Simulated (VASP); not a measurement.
All values below come from PBE GGA, VASP's PBE PAW potentials (set 64) (plane waves; VASP 6.6.1).

Input for VASP

**INCAR**
```
ALGO = Normal
EDIFF = 1E-6
EDIFFG = -0.02
ENCUT = 500
GGA = PE
IBRION = 2
ISIF = 3
ISMEAR = 1
LASPH = .TRUE.
LCHARG = .FALSE.
LMAXMIX = 6
LREAL = .FALSE.
LWAVE = .FALSE.
NELM = 100
NSW = 40
PREC = Accurate
PSTRESS = 300
SIGMA = 0.1
SYSTEM = PtAl2
```

File POSCAR:
```
PtAl2
1.0
  0.0000000000   2.8161557175   2.8161557175
  2.8161557175   0.0000000000   2.8161557175
  2.8161557175   2.8161557175   0.0000000000
Al Pt
2 1
Cartesian
  1.4080778588   1.4080778588   1.4080778588
  4.2242335763   4.2242335763   4.2242335763
  5.6323114350   5.6323114350   5.6323114350
```

KPOINTS:
```
Automatic mesh
0
Gamma
9 9 9
0 0 0
```

POTCAR, in this order: Al Pt (PBE.64 set). Program: vasp_std.

The resulting files:

File OSZICAR:
```
       N       E                     dE             d eps       ncg     rms          rms(c)
DAV:   1     0.564556047728E+02    0.56456E+02   -0.68418E+03   848   0.112E+03
DAV:   2    -0.142854271991E+02   -0.70741E+02   -0.64598E+02   964   0.200E+02
DAV:   3    -0.162753539161E+02   -0.19899E+01   -0.19612E+01  1088   0.324E+01
DAV:   4    -0.162917984985E+02   -0.16445E-01   -0.16442E-01   976   0.348E+00
DAV:   5    -0.162920319367E+02   -0.23344E-03   -0.23343E-03  1056   0.441E-01    0.112E+01
DAV:   6    -0.157438535688E+02    0.54818E+00   -0.23522E+00   960   0.156E+01    0.299E+00
DAV:   7    -0.156631044677E+02    0.80749E-01   -0.12185E-01   912   0.366E+00    0.206E+00
DAV:   8    -0.156297788834E+02    0.33326E-01   -0.21829E-02   964   0.154E+00    0.250E-01
DAV:   9    -0.156298803575E+02   -0.10147E-03   -0.12301E-03  1012   0.345E-01    0.165E-01
DAV:  10    -0.156299621609E+02   -0.81803E-04   -0.23288E-04   932   0.131E-01    0.139E-02
DAV:  11    -0.156299617867E+02    0.37419E-06   -0.55983E-06  1040   0.260E-02
   1 F= -.72660265E+01 E0= -.72658922E+01  d E =-.726603E+01
```

File OUTCAR:
```
------------------------ aborting loop because EDIFF is reached ----------------------------------------
  FORCE on cell =-STRESS in cart. coord.  units (eV):
  Direction    XX          YY          ZZ          XY          YZ          ZX
  --------------------------------------------------------------------------------------
  Total        8.3596290      8.3596290      8.3596290     -0.0000000      0.0000000      0.0000000
  in kB      299.8455426    299.8455426    299.8455426     -0.0000000      0.0000000      0.0000000
  external PRESSURE =      -0.1544574 kB  Pullay stress =     300.0000000 kB
  volume of cell :       44.67
      direct lattice vectors                 reciprocal lattice vectors
     0.000000000  2.816155718  2.816155718    -0.177547000  0.177547000  0.177547000
     2.816155718  0.000000000  2.816155718     0.177547000 -0.177547000  0.177547000
     2.816155718  2.816155718  0.000000000     0.177547000  0.177547000 -0.177547000
 POSITION                                       TOTAL-FORCE (eV/Angst)
 -----------------------------------------------------------------------------------
      1.40808      1.40808      1.40808         0.000000      0.000000      0.000000
      4.22423      4.22423      4.22423        -0.000000     -0.000000     -0.000000
      0.00000      0.00000      0.00000        -0.000000      0.000000     -0.000000
 -----------------------------------------------------------------------------------
    total drift:                                0.000000     -0.000000     -0.000000
  FREE ENERGIE OF THE ION-ELECTRON SYSTEM (eV)
  ---------------------------------------------------
  free  energy   TOTEN  =       -15.6299617867 eV

  energy  without entropy=      -15.6295588728  energy(sigma->0) =      -15.62982748
  enthalpy is  TOTEN    =        -7.2660265089 eV   P V=        8.3639352778

 reached required accuracy - stopping structural energy minimisation
```
(Selected blocks of OUTCAR.)

File OUTCAR:
```
 val. band max:        9.7708888954   @ k =   0.4444   0.3333   0.1111

 cond. band min:       9.8287486087   @ k =  -0.4444   0.2222   0.0000


 Fermi energy:         9.8193955913

 k-point     1 :       0.0000    0.0000    0.0000
  band No.  band energies     occupation
      1      -1.5721      2.00000
      2       3.8616      2.00000
      3       3.8616      2.00000
      4       3.8616      2.00000
      5       5.3810      2.00000
      6       5.3810      2.00000
      7      13.6465      0.00000
      8      13.6465      0.00000
      9      13.6465      0.00000
     10      13.8417      0.00000
     11      16.0170      0.00000
     12      16.0170      0.00000

 k-point     2 :       0.1111    0.0000    0.0000
  band No.  band energies     occupation
      1      -1.3814      2.00000
      2       3.7688      2.00000
      3       3.9269      2.00000
      4       3.9269      2.00000
      5       5.3579      2.00000
      6       5.3579      2.00000
      7      11.8617      0.00000
      8      13.3020      0.00000
      9      13.3020      0.00000
     10      14.0262      0.00000
     11      16.1420      0.00000
     12      16.1680      0.00000

 k-point     3 :       0.2222    0.0000    0.0000
  band No.  band energies     occupation
      1      -0.8287      2.00000
      2       3.5426      2.00000
      3       4.0727      2.00000
      4       4.0727      2.00000
      5       5.3507      2.00000
      6       5.3507      2.00000
      7       9.3637      2.00000
      8      12.4533      0.00000
      9      12.4533      0.00000
     10      14.2618      0.00000
     11      15.8265      0.00000
     12      15.8298      0.00000

 k-point     4 :       0.3333    0.0000    0.0000
  band No.  band energies     occupation
      1       0.0032      2.00000
      2       3.2815      2.00000
      3       4.1781      2.00000
      4       4.1781      2.00000
      5       5.4722      2.00000
      6       5.4722      2.00000
...
```

Unless said otherwise, spin-orbit coupling is left out, though it shifts the bands of the heavy elements here.

The compound is PtAl2 in the fluorite structure. It was relaxed first under an external pressure of 30 GPa.
